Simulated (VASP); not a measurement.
Output of a VASP run:

**OUTCAR**
```
 ion  position               nearest neighbor table
   1  0.333  0.667  0.250-   4 2.45   5 2.45   4 2.45   5 2.45   4 2.45   5 2.45
   2  0.667  0.333  0.750-   3 2.45   6 2.45   3 2.45   6 2.45   3 2.45   6 2.45
   3  0.333  0.667  0.898-   2 2.45   2 2.45   2 2.45
   4  0.667  0.333  0.398-   1 2.45   1 2.45   1 2.45
   5  0.667  0.333  0.102-   1 2.45   1 2.45   1 2.45
   6  0.333  0.667  0.602-   2 2.45   2 2.45   2 2.45
  LATTYP: Found a hexagonal cell.
 ALAT       =     3.0561817695
 C/A-ratio  =     3.7568416708
 Subroutine PRICEL returns:
 Original cell was already a primitive cell.
 Subroutine GETGRP returns: Found 24 space group operations
The static configuration has the point symmetry D_3d.
 The point group associated with its full space group is D_6h.
The dynamic configuration has the point symmetry D_3d.
 Subroutine INISYM returns: Found 24 space group operations
 Subroutine IBZKPT returns following result:
 Found     20 irreducible k-points:

 Following reciprocal coordinates:
            Coordinates               Weight
  0.000000  0.000000  0.000000      1.000000
  0.125000  0.000000  0.000000      6.000000
  0.250000  0.000000  0.000000      6.000000
  0.375000 -0.000000  0.000000      6.000000
  0.500000  0.000000  0.000000      3.000000
  0.125000  0.125000  0.000000      6.000000
  0.250000  0.125000  0.000000     12.000000
  0.375000  0.125000  0.000000     12.000000
  0.250000  0.250000  0.000000      6.000000
  0.375000  0.250000  0.000000      6.000000
  0.000000  0.000000  0.500000      1.000000
  0.125000  0.000000  0.500000      6.000000
  0.250000  0.000000  0.500000      6.000000
  0.375000 -0.000000  0.500000      6.000000
  0.500000  0.000000  0.500000      3.000000
  0.125000  0.125000  0.500000      6.000000
  0.250000  0.125000  0.500000     12.000000
  0.375000  0.125000  0.500000     12.000000
  0.250000  0.250000  0.500000      6.000000
  0.375000  0.250000  0.500000      6.000000
   k-points           NKPTS =     20   k-points in BZ     NKDIM =     20   number of bands    NBANDS=     31
   number of dos      NEDOS =    301   number of ions     NIONS =      6
   total plane-waves  NPLWV =  48384
   dimension x,y,z NGX =    24 NGY =   24 NGZ =   84
   dimension x,y,z NGXF=    48 NGYF=   48 NGZF=  168
   ions per type =               2   4
   PREC   = accura    normal or accurate (medium, high low for compatibility)
   ISTART =      0    job   : 0-new  1-cont  2-samecut
   ICHARG =      2    charge: 1-file 2-atom 10-const
   ISPIN  =      1    spin polarized calculation?
   LNONCOLLINEAR =      F non collinear calculations
   LSORBIT =      F    spin-orbit coupling
   INIWAV =      1    electr: 0-lowe 1-rand  2-diag
   ENCUT  =  500.0 eV  36.75 Ry    6.06 a.u.   5.57  5.57 20.93*2*pi/ulx,y,z
   NELM   =    100;   NELMIN=  2; NELMDL= -5     # of ELM steps
   EDIFF  = 0.1E-05   stopping-criterion for ELM
   LREAL  =      F    real-space projection
   NLSPLINE    = F    spline interpolate recip. space projectors
   LMAXMIX     =    6 max onsite mixed and CHGCAR
   VOSKOWN=      0    Vosko Wilk Nusair interpolation
   EDIFFG = -.2E-01   stopping-criterion for IOM
   NSW    =     40    number of steps for IOM
   NBLOCK =      1;   KBLOCK =     40    inner block; outer block
   IBRION =      2    ionic relax: 0-MD 1-quasi-New 2-CG
   NFREE  =      1    steps in history (QN), initial steepest desc. (CG)
   ISIF   =      3    stress and relaxation
   ISYM   =      2    0-nonsym 1-usesym 2-fastsym
   TEIN   =    0.0    initial temperature
   TEBEG  =    0.0;   TEEND  =   0.0 temperature during run
   SMASS  =  -3.00    Nose mass-parameter (am)
   PSTRESS=  300.0 pullay stress
   NELECT =      52.0000    total number of electrons
   EFERMI =   0.00;   METHOD = LEGACY
   ISMEAR =     0;   SIGMA  =   0.05  broadening in eV -4-tet -1-fermi 0-gaus
   IALGO  =     38    algorithm
   LDIAG  =      T    sub-space diagonalisation (order eigenvalues)
   IMIX   =      4    mixing-type and parameters
     AMIX     =   0.40;   BMIX     =  1.00
...
```

File OSZICAR:
```
       N       E                     dE             d eps       ncg     rms          rms(c)
DAV:   1     0.524869611896E+03    0.52487E+03   -0.28015E+04  1328   0.167E+03
DAV:   2    -0.121543246830E+02   -0.53702E+03   -0.52545E+03  1394   0.460E+02
DAV:   3    -0.475581404871E+02   -0.35404E+02   -0.34502E+02  1537   0.103E+02
DAV:   4    -0.483503027817E+02   -0.79216E+00   -0.78642E+00  1517   0.152E+01
DAV:   5    -0.483639678801E+02   -0.13665E-01   -0.13659E-01  1531   0.190E+00    0.393E+01
DAV:   6    -0.471306268590E+02    0.12333E+01   -0.41345E+00  1534   0.127E+01    0.167E+01
DAV:   7    -0.469123217847E+02    0.21831E+00   -0.23978E+00  1445   0.663E+00    0.484E+00
DAV:   8    -0.468089416418E+02    0.10338E+00   -0.56154E-01  1511   0.409E+00    0.137E+00
DAV:   9    -0.468083691520E+02    0.57249E-03   -0.38994E-02  1529   0.989E-01    0.778E-01
DAV:  10    -0.468063952101E+02    0.19739E-02   -0.16012E-02  1550   0.815E-01    0.204E-01
DAV:  11    -0.468063133451E+02    0.81865E-04   -0.11636E-03  1491   0.207E-01    0.672E-02
DAV:  12    -0.468063013176E+02    0.12028E-04   -0.84408E-05  1524   0.516E-02    0.219E-02
DAV:  13    -0.468063020856E+02   -0.76798E-06   -0.65389E-06  1314   0.147E-02
   1 F= -.29416210E+02 E0= -.29416199E+02  d E =-.294162E+02
```

**OUTCAR**
```
------------------------ aborting loop because EDIFF is reached ----------------------------------------
  FORCE on cell =-STRESS in cart. coord.  units (eV):
  Direction    XX          YY          ZZ          XY          YZ          ZX
  --------------------------------------------------------------------------------------
  Total       17.3522078     17.3521866     17.3242605      0.0000000     -0.0000000      0.0000000
  in kB      299.3464578    299.3460916    298.8643334      0.0000000     -0.0000000      0.0000000
  external PRESSURE =      -0.8143724 kB  Pullay stress =     300.0000000 kB
  volume of cell :       92.87
      direct lattice vectors                 reciprocal lattice vectors
     1.528091586 -2.646730646  0.000000000     0.327205519 -0.188912310  0.000000000
     1.528091586  2.646730646  0.000000000     0.327205519  0.188912310  0.000000000
     0.000000000  0.000000000 11.481591025     0.000000000  0.000000000  0.087095943
 POSITION                                       TOTAL-FORCE (eV/Angst)
 -----------------------------------------------------------------------------------
      1.52809      0.88225      2.87040         0.000000     -0.000000      0.000000
      1.52809     -0.88225      8.61119        -0.000000     -0.000000      0.000000
      1.52809      0.88225     10.30559        -0.000000      0.000000     -0.004995
      1.52809     -0.88225      4.56480         0.000000      0.000000     -0.004995
      1.52809     -0.88225      1.17600        -0.000000     -0.000000      0.004995
      1.52809      0.88225      6.91679        -0.000000      0.000000      0.004995
 -----------------------------------------------------------------------------------
    total drift:                                0.000000      0.000963     -0.000035
  FREE ENERGIE OF THE ION-ELECTRON SYSTEM (eV)
  ---------------------------------------------------
  free  energy   TOTEN  =       -46.8063020856 eV

  energy  without entropy=      -46.8062791479  energy(sigma->0) =      -46.80629062
  enthalpy is  TOTEN    =       -29.4162104036 eV   P V=       17.3900916820

 reached required accuracy - stopping structural energy minimisation
```
(Selected blocks of OUTCAR.)

File POSCAR:
```
WSe2
1
    1.5280915859    -2.6467306462     0.0000000000
    1.5280915859     2.6467306462    -0.0000000000
   -0.0000000000     0.0000000000    11.4815910253
W Se
2 4
Direct
  0.3333330000   0.6666670000   0.2500000000
  0.6666670000   0.3333330000   0.7500000000
  0.3333330000   0.6666670000   0.8975753906
  0.6666670000   0.3333330000   0.3975753906
  0.6666670000   0.3333330000   0.1024246094
  0.3333330000   0.6666670000   0.6024246094
```

Task: Reconstruct the remaining input files.

Result: Several could match; the one computed here: the input of the run itself, LDA (Ceperley-Alder, Perdew-Zunger), plane waves, VASP's LDA PAW potentials (set 64).

### INCAR
```
ALGO = Normal
EDIFF = 1E-6
EDIFFG = -0.02
ENCUT = 500
IBRION = 2
ISIF = 3
ISMEAR = 0
LASPH = .TRUE.
LCHARG = .FALSE.
LMAXMIX = 6
LREAL = .FALSE.
LWAVE = .FALSE.
NELM = 100
NSW = 40
PREC = Accurate
PSTRESS = 300
SIGMA = 0.05
SYSTEM = WSe2
```

File KPOINTS:
```
Automatic mesh
0
Gamma
8 8 2
0 0 0
```

POTCAR, in this order: W_sv Se (LDA.64 set). Program: vasp_std.

The compound is WSe2 in the 2H layered structure. It was relaxed first under an external pressure of 30 GPa.
